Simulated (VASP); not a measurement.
OSZICAR of a VASP run on NiO (rock salt, AFM-II order):

**OSZICAR**
```
       N       E                     dE             d eps       ncg     rms          rms(c)
DAV:   1     0.257770485190E+03    0.25777E+03   -0.15881E+04  6928   0.209E+03
DAV:   2     0.466907271721E+01   -0.25310E+03   -0.23687E+03  7028   0.406E+02
DAV:   3    -0.251390547206E+02   -0.29808E+02   -0.28400E+02  7832   0.157E+02
DAV:   4    -0.261050629897E+02   -0.96601E+00   -0.95963E+00  7560   0.303E+01
DAV:   5    -0.261328472109E+02   -0.27784E-01   -0.27770E-01  8140   0.481E+00    0.200E+01
DAV:   6    -0.235871718487E+02    0.25457E+01   -0.47562E+01 10240   0.111E+02    0.226E+01
DAV:   7    -0.218211739977E+02    0.17660E+01   -0.77116E+00  8748   0.872E+01    0.915E+00
DAV:   8    -0.220706320712E+02   -0.24946E+00   -0.23945E+00  7700   0.138E+01    0.607E+00
DAV:   9    -0.219873279322E+02    0.83304E-01   -0.25941E-01 11016   0.136E+01    0.192E+00
DAV:  10    -0.220106650461E+02   -0.23337E-01   -0.93698E-02  9456   0.501E+00    0.955E-01
DAV:  11    -0.220091687171E+02    0.14963E-02   -0.24641E-02 11056   0.413E+00    0.146E-01
DAV:  12    -0.220097560683E+02   -0.58735E-03   -0.55715E-03  7036   0.672E-01    0.117E-01
DAV:  13    -0.220096574331E+02    0.98635E-04   -0.31076E-04  9168   0.177E-01    0.612E-02
DAV:  14    -0.220096739193E+02   -0.16486E-04   -0.28788E-04  9724   0.256E-01    0.438E-02
DAV:  15    -0.220096681644E+02    0.57549E-05   -0.45327E-05  9356   0.102E-01    0.145E-02
DAV:  16    -0.220096684839E+02   -0.31948E-06   -0.88617E-06  8744   0.432E-02    0.491E-03
DAV:  17    -0.220096682693E+02    0.21458E-06   -0.58743E-07  6604   0.138E-02    0.110E-03
DAV:  18    -0.220096683115E+02   -0.42220E-07   -0.28748E-07  4688   0.507E-03
   1 F= -.22009668E+02 E0= -.22009668E+02  d E =-.220097E+02  mag=    -0.0000
```

Question: Which electronic solver shows in the log?

Answer: It is blocked Davidson (ALGO = Normal, or the opening steps of other solvers). The INCAR had ALGO = Normal.

Question: How was spin treated?

Answer: Collinear spin (ISPIN = 2): the summary line carries one mag value, 0.00 μB in the cell.

Question: Can the final energy be trusted as converged?

Answer: Self-consistency was reached. It stopped with EDIFF = 1E-7, NELM = 100, NSW = 30 and EDIFFG = -0.01 after 1 ionic step (revPBE GGA, plane waves, VASP's PBE PAW potentials (set 64)).

The compound is NiO in the rock salt, AFM-II order structure. It was relaxed first.
